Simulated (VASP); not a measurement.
Energy against volume of Cu (fcc). Method: LDA (Ceperley-Alder, Perdew-Zunger), VASP's LDA PAW potentials (set 64) (plane waves; VASP).

```csv
V (Å³/atom),E (eV/atom)
10.296,-4.68227
10.625,-4.70157
10.954,-4.70741
11.282,-4.70198
11.611,-4.68713
```

### Question
Fit a third-order Birch-Murnaghan equation of state.

### Answer

```
Item                                             Result
---------------------------------------  --------------
volume per atom                          10.95 Å^3/atom
bulk modulus                                  1830 kbar
pressure derivative of the bulk modulus            4.94
lattice constant a                              3.525 Å
```

Measured: bulk modulus 144 GPa at 0 K (computed value off by +26.7 %), as given by Daniel Mejia-Rodriguez et al., Physical Review B (2018), arXiv:1807.09216 [0 K value with the zero-point phonon effect removed]; a 3.595 Å at 0 K (computed value off by -1.9 %), as given by Gábor I. Csonka et al., Physical Review B (2009), arXiv:0903.4037 [low-temperature or extrapolated to 0 K; zero-point anharmonic expansion removed].

The compound is Cu in the fcc structure. It was relaxed first, which changed the volume by -7 %.
